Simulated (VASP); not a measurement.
OSZICAR of a VASP run on GdN (rock salt):

### OSZICAR
```
       N       E                     dE             d eps       ncg     rms          rms(c)
DAV:   1     0.429086769122E+02    0.42909E+02   -0.69019E+03  1600   0.118E+03
DAV:   2    -0.164236909213E+02   -0.59332E+02   -0.55723E+02  2053   0.237E+02
DAV:   3    -0.191396581669E+02   -0.27160E+01   -0.26751E+01  2127   0.419E+01
DAV:   4    -0.191747919816E+02   -0.35134E-01   -0.35142E-01  1968   0.425E+00
DAV:   5    -0.191753727706E+02   -0.58079E-03   -0.58057E-03  2098   0.425E-01    0.293E+01
DAV:   6    -0.173119138120E+02    0.18635E+01   -0.16665E+01  1845   0.249E+01    0.260E+01
DAV:   7    -0.171336199884E+02    0.17829E+00   -0.13222E+00  1801   0.762E+00    0.175E+01
DAV:   8    -0.171262037437E+02    0.74162E-02   -0.11322E-01  1761   0.345E+00    0.493E+00
DAV:   9    -0.171224194550E+02    0.37843E-02   -0.10798E-02  1923   0.846E-01    0.382E-01
DAV:  10    -0.171224961906E+02   -0.76736E-04   -0.36871E-04  2130   0.192E-01    0.225E-01
DAV:  11    -0.171224827238E+02    0.13467E-04   -0.36797E-05  1929   0.585E-02    0.103E-02
DAV:  12    -0.171224823519E+02    0.37193E-06   -0.15440E-06  1658   0.136E-02
   1 F= -.17122482E+02 E0= -.17122514E+02  d E =-.171225E+02
```

Which electronic solver shows in the log?

It is blocked Davidson (ALGO = Normal, or the opening steps of other solvers). The INCAR had ALGO = Normal.

Can the final energy be trusted as converged?

The run converged. It stopped with EDIFF = 1E-6, NELM = 100, NSW = 60 and EDIFFG = -0.01 after 1 ionic step (PBEsol GGA, plane waves, VASP's PBE PAW potentials (set 64)). The 4f electrons are frozen in the core of the lanthanide potential, so 4f levels, which can set the real gap, and their magnetism are missing.

The compound is GdN in the rock salt structure. It was relaxed first. The start is the result of an earlier pass.
